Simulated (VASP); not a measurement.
```yaml
crystal:
  lattice:
    - [1.78025, -3.08348, 0.00000]
    - [1.78025, 3.08348, 0.00000]
    - [0.00000, 0.00000, 5.89977]
  atoms:
    - { symbol: Zn, position: [0.66667, 0.33333, 0.50204] }
    - { symbol: Zn, position: [0.33333, 0.66667, 0.00204] }
    - { symbol: S, position: [0.66667, 0.33333, 0.87296] }
    - { symbol: S, position: [0.33333, 0.66667, 0.37296] }
```

The numbers are results of PBEsol GGA, VASP's PBE PAW potentials (set 64) (plane waves; VASP 6.6.1), not measurements. Numerical set-up: 500 eV cut-off, 7×7×4 Γ-centred mesh, Gaussian smearing of 0.050 eV, potentials Zn S.

Question: Estimate the energy per atom (σ→0), pressure.

Answer: 
The energy per atom (σ→0) comes out as -3.626 eV/atom and the pressure is 20.04 GPa.

The absolute energy has meaning only against runs of the same code, potentials and settings.

The compound is ZnS in the wurtzite structure, the high-temperature form. It was relaxed first under an external pressure of 20 GPa.
